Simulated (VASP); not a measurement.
# KCdCO3F: molecular dynamics, part 2 of 3

Wanted: temperature and structure of KCdCO3F along a short trajectory. The start is a cell from a database of measured crystal structures.

VASP 6.6.1; PBE; plane waves and PAW (Cd, K_pv, F, O, C).

So far: The starting structure; Relax the host.

### Step 2. Relax the host (continued)

The steps of the relaxation:

```
step  energy less that of the first step (eV)  largest force (eV/Å)  pressure (GPa)  volume (Å³)
   1                                   0.0000                3.4181            7.30       101.11
   2                                   1.0996                5.5947          -12.00       108.99
   3                                  -0.2204                0.2399           -0.15       103.13
   4                                  -0.2218                0.0408            0.27       102.99
   5                                  -0.2218                0.0135            0.39       102.95
   6                                  -0.2255                0.0266            0.17       103.32
   7                                  -0.2291                0.0535           -0.25       104.13
   8                                  -0.2291                0.0561           -0.30       104.20
   9                                  -0.2302                0.0097           -0.21       103.90
  10                                  -0.2306                0.0540           -0.09       103.48
  11                                  -0.2306                0.0424           -0.11       103.55
  12                                  -0.2298                0.1761            0.43       103.26
  13                                  -0.2306                0.0003            0.00       103.50
```

```
conventional cell, symmetrised  before  after  change
                         a (Å)   5.132  5.144  +0.2 %
                         b (Å)   5.132  5.144  +0.2 %
                         c (Å)   4.432  4.517  +1.9 %
              volume (Å³/atom)   14.44  14.79  +2.4 %
```

The atoms that moved most (Å, as changes of fractional coordinates times the final cell):

```
atom      dx      dy     dz  length
  O5  -0.037   0.021  0.000   0.042
  O6   0.000  -0.042  0.000   0.042
  O4   0.037   0.021  0.000   0.042
```

Final coordinates:

```xyz
7
Lattice="5.1439 0.0000 0.0000 -2.5719 4.4547 0.0000 0.0000 0.0000 4.5166" Properties=species:S:1:pos:R:3 pbc="T T T"
Cd    2.5719    1.4849    2.2583
K     0.0000    0.0000    0.0000
F     2.5719    1.4849    0.0000
O     1.1233    3.6184    2.2583
O    -1.1233    3.6184    2.2583
O     0.0000    1.6727    2.2583
C     0.0000    2.9698    2.2583
```

A gap read on the k-mesh alone can miss the band edges.

This step gave:

| Item | Value |
| --- | --- |
| electronic cycles | 92 |
| electrons | 48 |
| free energy (TOTEN) | -39.76 eV |
| Fermi energy | -0.4392 eV |
| labelled metallic, from the levels on this mesh | no |
| gap on the k-mesh | 1.704 eV |
| least direct gap on the k-mesh | 1.708 eV |

The run ended after 13 ionic steps, 0.231 eV below its first step, once forces and stress met EDIFFG = -0.02.

### Step 3. Molecular dynamics

System of this step: KCdCO3F. Symmetry: P-6m2, No. 187, hexagonal system. Conventional cell: a = 5.144 Å, b = 5.144 Å, c = 4.517 Å, α = 90.00°, β = 90.00°, γ = 120.00°. Nearest to Cd lie 2 F at 2.26 Å and 6 O at 2.58 Å. K has 6 O at 2.81 Å and 3 F at 2.97 Å nearest. Nearest to F lie 2 Cd at 2.26 Å and 3 K at 2.97 Å. O has 1 C at 1.30 Å and 2 Cd at 2.58 Å and 2 K at 2.81 Å nearest. Nearest to C lie 3 O at 1.30 Å. Farther neighbours and most contacts between anions are not listed.

Few k-points, a looser threshold and, at fixed cell, a modest cutoff make many steps affordable, at some cost in the accuracy of forces and more in that of pressure. The electronic smearing is set to the highest ionic temperature of the stage, and to no less than 300 K.

INCAR

```
SYSTEM = KCdCO3F
PREC = Normal
ENCUT = 340
EDIFF = 1E-04
NELM = 120
ISMEAR = -1
SIGMA = 0.0259
LREAL = Auto
ALGO = VeryFast
GGA = PE
NBANDS = 116
LWAVE = .FALSE.
LCHARG = .FALSE.
NCORE = 4
LASPH = .TRUE.
IBRION = 0
NSW = 350
POTIM = 1
TEBEG = 300
TEEND = 300
ISYM = 0
ISIF = 2
NELMIN = 4
MAXMIX = 40
NBLOCK = 1
RANDOM_SEED = 431436 0 0
NWRITE = 1
MDALGO = 2
SMASS = 1
```

POSCAR

```
KCdCO3F
1.0
   -7.7158471400      4.4547464233      4.5166179414
    7.7158471400     -4.4547464233      4.5166179414
    2.5719490466      4.4547464233     -4.5166179414
Cd K F O C
4 4 4 12 4
Direct
    0.4166666667      0.5833333334      0.5000000000
    0.9166666666      0.0833333334      0.5000000000
    0.9166666666      0.5833333334      0.0000000000
    0.4166666666      0.0833333334      0.0000000000
    0.0000000000      0.0000000000      0.0000000000
    0.5000000000      0.5000000000      0.0000000000
    0.5000000000      0.0000000000      0.5000000000
    0.0000000000      0.5000000000      0.5000000000
    0.1666666667      0.3333333334      0.5000000000
    0.6666666666      0.8333333334      0.5000000000
    0.6666666667      0.3333333334      0.0000000000
    0.1666666667      0.8333333334      0.0000000000
    0.6561277685      0.5622555370      0.7183833055
    0.1561277685      0.0622555370      0.7183833055
    0.1561277685      0.5622555370      0.2183833055
    0.6561277685      0.0622555370      0.2183833055
    0.6561277685      0.3438722315      0.5000000000
    0.1561277685      0.8438722315      0.5000000000
    0.1561277685      0.3438722315      0.0000000000
    0.6561277685      0.8438722315      0.0000000000
    0.4377444630      0.3438722315      0.2816166945
    0.9377444630      0.8438722315      0.2816166945
    0.9377444630      0.3438722315      0.7816166945
    0.4377444630      0.8438722315      0.7816166945
    0.5833333334      0.4166666667      0.5000000000
    0.0833333334      0.9166666666      0.5000000000
    0.0833333334      0.4166666667      0.0000000000
    0.5833333334      0.9166666667      0.0000000000
```

KPOINTS

```
Automatic mesh
0
Gamma
1 1 1
0 0 0
```

The projector-augmented-wave data sets are Cd, K_pv, F, O and C (PBE family, release 64).

Command:

```console
mpirun -np 4 vasp_gam
```

The log of the run:

```text
[banner, memory and clock lines left out]
running    4 mpi-ranks, on    1 nodes
 distrk:  each k-point on    4 cores,    1 groups
 distr:  one band on    4 cores,    1 groups

 POSCAR found type information on POSCAR CdK F O C
 POSCAR found :  5 types and      28 ions
 LDA part: xc-table for (Slater+PW92), standard interpolation
 POSCAR, INCAR and KPOINTS ok, starting setup
 FFT: planning ... GRIDC
 FFT: planning ... GRID_SOFT
 FFT: planning ... GRID
 WAVECAR not read
 prediction of wavefunctions initialized - no I/O
 entering main loop
       N       E                     dE             d eps       ncg     rms          rms(c)
RMM:   1     0.275890341783E+04    0.27589E+04   -0.75893E+04   116   0.107E+03
RMM:   2     0.452590244647E+03   -0.23063E+04   -0.26458E+04   116   0.368E+02
RMM:   3     0.138717739346E+03   -0.31387E+03   -0.68857E+03   116   0.187E+02
RMM:   4    -0.765982004456E+02   -0.21532E+03   -0.20788E+03   116   0.112E+02
RMM:   5    -0.146157392956E+03   -0.69559E+02   -0.61151E+02   116   0.602E+01
RMM:   6    -0.169439531734E+03   -0.23282E+02   -0.18482E+02   116   0.317E+01
RMM:   7    -0.175479902870E+03   -0.60404E+01   -0.53216E+01   116   0.165E+01
RMM:   8    -0.177258725359E+03   -0.17788E+01   -0.16421E+01   116   0.885E+00
RMM:   9    -0.177955323269E+03   -0.69660E+00   -0.65693E+00   244   0.492E+00
RMM:  10    -0.178107258286E+03   -0.15194E+00   -0.15093E+00   249   0.221E+00
RMM:  11    -0.178137178556E+03   -0.29920E-01   -0.26141E-01   270   0.986E-01
RMM:  12    -0.178142401711E+03   -0.52232E-02   -0.52783E-02   256   0.378E-01    0.272E+01
RMM:  13    -0.160729795527E+03    0.17413E+02   -0.66955E+01   417   0.193E+01    0.165E+01
RMM:  14    -0.159813125802E+03    0.91667E+00   -0.17828E+00   333   0.313E+00    0.101E+01
RMM:  15    -0.159558142346E+03    0.25498E+00   -0.11752E+00   331   0.333E+00    0.113E+00
RMM:  16    -0.159543623614E+03    0.14519E-01   -0.79610E-02   233   0.691E-01    0.424E-01
RMM:  17    -0.159547963381E+03   -0.43398E-02   -0.30005E-02   233   0.397E-01    0.199E-01
RMM:  18    -0.159548413542E+03   -0.45016E-03   -0.37779E-03   221   0.178E-01    0.793E-02
RMM:  19    -0.159548826852E+03   -0.41331E-03   -0.73478E-04   191   0.839E-02    0.552E-02
RMM:  20    -0.159548761754E+03    0.65098E-04   -0.47611E-04   186   0.546E-02
      1 T=   300. E= -.15850199E+03 F= -.15954876E+03 E0= -.15954876E+03  EK= 0.10468E+01 SP= 0.00E+00 SK= 0.00E+00
 bond charge predicted
       N       E                     dE             d eps       ncg     rms          rms(c)
RMM:   1    -0.159518441018E+03    0.30386E-01   -0.58851E+00   232   0.753E+00    0.340E-01
RMM:   2    -0.159535806716E+03   -0.17366E-01   -0.22567E-01   232   0.179E+00    0.211E-01
RMM:   3    -0.159538317501E+03   -0.25108E-02   -0.28299E-02   233   0.504E-01    0.164E-01
RMM:   4    -0.159538396597E+03   -0.79096E-04   -0.50715E-03   236   0.197E-01    0.112E-01
RMM:   5    -0.159538375404E+03    0.21193E-04   -0.16748E-03   228   0.109E-01    0.294E-02
RMM:   6    -0.159538393088E+03   -0.17683E-04   -0.39965E-04   169   0.488E-02
      2 T=   297. E= -.15850177E+03 F= -.15953839E+03 E0= -.15953839E+03  EK= 0.10366E+01 SP= -.95E-07 SK= 0.43E-10
[... from here on, the cycles between the ionic steps are left out ...]
      6 T=   254. E= -.15850046E+03 F= -.15938811E+03 E0= -.15938811E+03  EK= 0.88780E+00 SP= -.17E-03 SK= 0.18E-04
     11 T=   227. E= -.15850101E+03 F= -.15929017E+03 E0= -.15929017E+03  EK= 0.79061E+00 SP= -.18E-02 SK= 0.39E-03
     16 T=   201. E= -.15850089E+03 F= -.15919616E+03 E0= -.15919616E+03  EK= 0.69978E+00 SP= -.61E-02 SK= 0.16E-02
     21 T=   189. E= -.15850104E+03 F= -.15915094E+03 E0= -.15915094E+03  EK= 0.65929E+00 SP= -.14E-01 SK= 0.44E-02
     26 T=   174. E= -.15850134E+03 F= -.15909322E+03 E0= -.15909322E+03  EK= 0.60853E+00 SP= -.25E-01 SK= 0.88E-02
     31 T=   142. E= -.15850057E+03 F= -.15897197E+03 E0= -.15897197E+03  EK= 0.49630E+00 SP= -.42E-01 SK= 0.17E-01
     36 T=   144. E= -.15850150E+03 F= -.15896825E+03 E0= -.15896825E+03  EK= 0.50208E+00 SP= -.63E-01 SK= 0.28E-01
     41 T=   139. E= -.15850024E+03 F= -.15893829E+03 E0= -.15893829E+03  EK= 0.48581E+00 SP= -.90E-01 SK= 0.43E-01
     46 T=   205. E= -.15850201E+03 F= -.15915266E+03 E0= -.15915266E+03  EK= 0.71691E+00 SP= -.12E+00 SK= 0.57E-01
     51 T=   230. E= -.15850129E+03 F= -.15920948E+03 E0= -.15920948E+03  EK= 0.80133E+00 SP= -.16E+00 SK= 0.66E-01
     56 T=   268. E= -.15850142E+03 F= -.15931210E+03 E0= -.15931210E+03  EK= 0.93498E+00 SP= -.20E+00 SK= 0.73E-01
     61 T=   328. E= -.15850186E+03 F= -.15948163E+03 E0= -.15948163E+03  EK= 0.11437E+01 SP= -.24E+00 SK= 0.73E-01
     66 T=   396. E= -.15850189E+03 F= -.15967250E+03 E0= -.15967250E+03  EK= 0.13803E+01 SP= -.28E+00 SK= 0.66E-01
     71 T=   472. E= -.15850251E+03 F= -.15988946E+03 E0= -.15988946E+03  EK= 0.16479E+01 SP= -.31E+00 SK= 0.49E-01
     76 T=   506. E= -.15850195E+03 F= -.15996069E+03 E0= -.15996069E+03  EK= 0.17672E+01 SP= -.34E+00 SK= 0.31E-01
     81 T=   527. E= -.15850314E+03 F= -.15999714E+03 E0= -.15999714E+03  EK= 0.18403E+01 SP= -.36E+00 SK= 0.15E-01
     86 T=   481. E= -.15850178E+03 F= -.15981185E+03 E0= -.15981185E+03  EK= 0.16802E+01 SP= -.38E+00 SK= 0.52E-02
     91 T=   478. E= -.15850277E+03 F= -.15978843E+03 E0= -.15978843E+03  EK= 0.16674E+01 SP= -.38E+00 SK= 0.88E-03
     96 T=   459. E= -.15850313E+03 F= -.15971985E+03 E0= -.15971985E+03  EK= 0.16003E+01 SP= -.38E+00 SK= 0.18E-03
    101 T=   399. E= -.15850226E+03 F= -.15951656E+03 E0= -.15951656E+03  EK= 0.13918E+01 SP= -.38E+00 SK= 0.19E-02
    106 T=   365. E= -.15850309E+03 F= -.15940882E+03 E0= -.15940882E+03  EK= 0.12731E+01 SP= -.37E+00 SK= 0.41E-02
    111 T=   332. E= -.15850192E+03 F= -.15930484E+03 E0= -.15930484E+03  EK= 0.11585E+01 SP= -.36E+00 SK= 0.56E-02
    116 T=   367. E= -.15850344E+03 F= -.15944183E+03 E0= -.15944183E+03  EK= 0.12804E+01 SP= -.35E+00 SK= 0.75E-02
    121 T=   379. E= -.15850216E+03 F= -.15949965E+03 E0= -.15949965E+03  EK= 0.13222E+01 SP= -.34E+00 SK= 0.11E-01
    126 T=   420. E= -.15850374E+03 F= -.15966844E+03 E0= -.15966844E+03  EK= 0.14668E+01 SP= -.32E+00 SK= 0.17E-01
    131 T=   402. E= -.15850227E+03 F= -.15963253E+03 E0= -.15963253E+03  EK= 0.14033E+01 SP= -.30E+00 SK= 0.25E-01
    136 T=   407. E= -.15850251E+03 F= -.15968120E+03 E0= -.15968120E+03  EK= 0.14190E+01 SP= -.27E+00 SK= 0.33E-01
    141 T=   416. E= -.15850302E+03 F= -.15975471E+03 E0= -.15975471E+03  EK= 0.14523E+01 SP= -.24E+00 SK= 0.44E-01
    146 T=   367. E= -.15850194E+03 F= -.15962554E+03 E0= -.15962554E+03  EK= 0.12818E+01 SP= -.21E+00 SK= 0.54E-01
    151 T=   324. E= -.15850232E+03 F= -.15951583E+03 E0= -.15951583E+03  EK= 0.11315E+01 SP= -.18E+00 SK= 0.60E-01
    156 T=   282. E= -.15850166E+03 F= -.15940501E+03 E0= -.15940501E+03  EK= 0.98559E+00 SP= -.14E+00 SK= 0.60E-01
    161 T=   278. E= -.15850240E+03 F= -.15942300E+03 E0= -.15942300E+03  EK= 0.97001E+00 SP= -.11E+00 SK= 0.57E-01
    166 T=   260. E= -.15850185E+03 F= -.15939238E+03 E0= -.15939238E+03  EK= 0.90892E+00 SP= -.72E-01 SK= 0.54E-01
    171 T=   259. E= -.15850223E+03 F= -.15941618E+03 E0= -.15941618E+03  EK= 0.90395E+00 SP= -.39E-01 SK= 0.49E-01
    176 T=   251. E= -.15850212E+03 F= -.15941461E+03 E0= -.15941461E+03  EK= 0.87526E+00 SP= -.76E-02 SK= 0.45E-01
    181 T=   247. E= -.15850172E+03 F= -.15942552E+03 E0= -.15942552E+03  EK= 0.86220E+00 SP= 0.22E-01 SK= 0.39E-01
    186 T=   276. E= -.15850257E+03 F= -.15955311E+03 E0= -.15955311E+03  EK= 0.96427E+00 SP= 0.50E-01 SK= 0.36E-01
    191 T=   273. E= -.15850223E+03 F= -.15956539E+03 E0= -.15956539E+03  EK= 0.95170E+00 SP= 0.78E-01 SK= 0.34E-01
    196 T=   258. E= -.15850219E+03 F= -.15953663E+03 E0= -.15953663E+03  EK= 0.89978E+00 SP= 0.10E+00 SK= 0.31E-01
    201 T=   247. E= -.15850203E+03 F= -.15951979E+03 E0= -.15951979E+03  EK= 0.86227E+00 SP= 0.13E+00 SK= 0.27E-01
    206 T=   252. E= -.15850231E+03 F= -.15955554E+03 E0= -.15955554E+03  EK= 0.87876E+00 SP= 0.15E+00 SK= 0.23E-01
    211 T=   247. E= -.15850245E+03 F= -.15955727E+03 E0= -.15955727E+03  EK= 0.86243E+00 SP= 0.17E+00 SK= 0.20E-01
    216 T=   235. E= -.15850213E+03 F= -.15952938E+03 E0= -.15952938E+03  EK= 0.81948E+00 SP= 0.19E+00 SK= 0.16E-01
    221 T=   244. E= -.15850288E+03 F= -.15957511E+03 E0= -.15957511E+03  EK= 0.85069E+00 SP= 0.21E+00 SK= 0.12E-01
    226 T=   238. E= -.15850202E+03 F= -.15956769E+03 E0= -.15956769E+03  EK= 0.83205E+00 SP= 0.22E+00 SK= 0.93E-02
    231 T=   276. E= -.15850296E+03 F= -.15971257E+03 E0= -.15971257E+03  EK= 0.96487E+00 SP= 0.24E+00 SK= 0.73E-02
    236 T=   295. E= -.15850267E+03 F= -.15979011E+03 E0= -.15979011E+03  EK= 0.10309E+01 SP= 0.25E+00 SK= 0.69E-02
    241 T=   301. E= -.15850277E+03 F= -.15982033E+03 E0= -.15982033E+03  EK= 0.10491E+01 SP= 0.26E+00 SK= 0.68E-02
    246 T=   294. E= -.15850264E+03 F= -.15980931E+03 E0= -.15980931E+03  EK= 0.10262E+01 SP= 0.27E+00 SK= 0.68E-02
    251 T=   291. E= -.15850251E+03 F= -.15981094E+03 E0= -.15981094E+03  EK= 0.10165E+01 SP= 0.29E+00 SK= 0.64E-02
    256 T=   297. E= -.15850313E+03 F= -.15984215E+03 E0= -.15984215E+03  EK= 0.10356E+01 SP= 0.30E+00 SK= 0.63E-02
    261 T=   272. E= -.15850232E+03 F= -.15976639E+03 E0= -.15976639E+03  EK= 0.94989E+00 SP= 0.31E+00 SK= 0.57E-02
    266 T=   274. E= -.15850320E+03 F= -.15978355E+03 E0= -.15978355E+03  EK= 0.95662E+00 SP= 0.32E+00 SK= 0.47E-02
    271 T=   255. E= -.15850252E+03 F= -.15972425E+03 E0= -.15972425E+03  EK= 0.88954E+00 SP= 0.33E+00 SK= 0.37E-02
    276 T=   265. E= -.15850275E+03 F= -.15976789E+03 E0= -.15976789E+03  EK= 0.92612E+00 SP= 0.34E+00 SK= 0.25E-02
    281 T=   292. E= -.15850341E+03 F= -.15986700E+03 E0= -.15986700E+03  EK= 0.10181E+01 SP= 0.34E+00 SK= 0.21E-02
    286 T=   284. E= -.15850311E+03 F= -.15984476E+03 E0= -.15984476E+03  EK= 0.98992E+00 SP= 0.35E+00 SK= 0.19E-02
    291 T=   263. E= -.15850325E+03 F= -.15977861E+03 E0= -.15977861E+03  EK= 0.91820E+00 SP= 0.36E+00 SK= 0.14E-02
    296 T=   248. E= -.15850246E+03 F= -.15972909E+03 E0= -.15972909E+03  EK= 0.86560E+00 SP= 0.36E+00 SK= 0.65E-03
    301 T=   286. E= -.15850343E+03 F= -.15986674E+03 E0= -.15986674E+03  EK= 0.99966E+00 SP= 0.36E+00 SK= 0.29E-03
    306 T=   311. E= -.15850284E+03 F= -.15995466E+03 E0= -.15995466E+03  EK= 0.10857E+01 SP= 0.37E+00 SK= 0.30E-03
    311 T=   352. E= -.15850362E+03 F= -.16009971E+03 E0= -.16009971E+03  EK= 0.12268E+01 SP= 0.37E+00 SK= 0.60E-03
    316 T=   362. E= -.15850335E+03 F= -.16014291E+03 E0= -.16014291E+03  EK= 0.12646E+01 SP= 0.37E+00 SK= 0.16E-02
    321 T=   357. E= -.15850330E+03 F= -.16013259E+03 E0= -.16013259E+03  EK= 0.12462E+01 SP= 0.38E+00 SK= 0.29E-02
    326 T=   353. E= -.15850388E+03 F= -.16012801E+03 E0= -.16012801E+03  EK= 0.12304E+01 SP= 0.39E+00 SK= 0.46E-02
    331 T=   307. E= -.15850358E+03 F= -.15997875E+03 E0= -.15997875E+03  EK= 0.10698E+01 SP= 0.40E+00 SK= 0.57E-02
    336 T=   249. E= -.15850363E+03 F= -.15978656E+03 E0= -.15978656E+03  EK= 0.86745E+00 SP= 0.41E+00 SK= 0.50E-02
    341 T=   201. E= -.15850284E+03 F= -.15962773E+03 E0= -.15962773E+03  EK= 0.70271E+00 SP= 0.42E+00 SK= 0.27E-02
    346 T=   229. E= -.15850375E+03 F= -.15973030E+03 E0= -.15973030E+03  EK= 0.80033E+00 SP= 0.43E+00 SK= 0.88E-03
    349 T=   255. E= -.15850408E+03 F= -.15982228E+03 E0= -.15982228E+03  EK= 0.89019E+00 SP= 0.43E+00 SK= 0.46E-03
 bond charge predicted
 prediction of wavefunctions
       N       E                     dE             d eps       ncg     rms          rms(c)
RMM:   1    -0.159842136303E+03   -0.19859E-01   -0.12690E-02   234   0.216E-01    0.202E-02
RMM:   2    -0.159842324652E+03   -0.18835E-03   -0.19654E-03   215   0.892E-02    0.155E-02
RMM:   3    -0.159842344478E+03   -0.19825E-04   -0.25466E-04   151   0.316E-02    0.113E-02
RMM:   4    -0.159842346708E+03   -0.22300E-05   -0.32710E-05   125   0.139E-02
    350 T=   261. E= -.15850396E+03 F= -.15984235E+03 E0= -.15984235E+03  EK= 0.90986E+00 SP= 0.43E+00 SK= 0.38E-03
Information: wavefunction orthogonal band  115  0.8913
 bond charge predicted
 prediction of wavefunctions
 wavefunctions rotated
```

Elapsed: 23 min, on 4 MPI ranks of AMD EPYC 7R43, shared host; peak memory 0.58 GiB.

(Continued in part 3 of 3.)

[Lines on the potential files, build, host, timing and source positions are cut from VASP's logs without a mark.]

[Logs are printed without paths, hosts, clocks, repeated set-up lines and the standing remarks that a program may print on its own settings, such as how far it seeks lower states.]

[Hosts, paths, dates, database ids (printed as entryN), source tags and the programs' standing remarks are cut or masked in the printed files.]

[Runs that stopped without an error message from VASP are left out.]
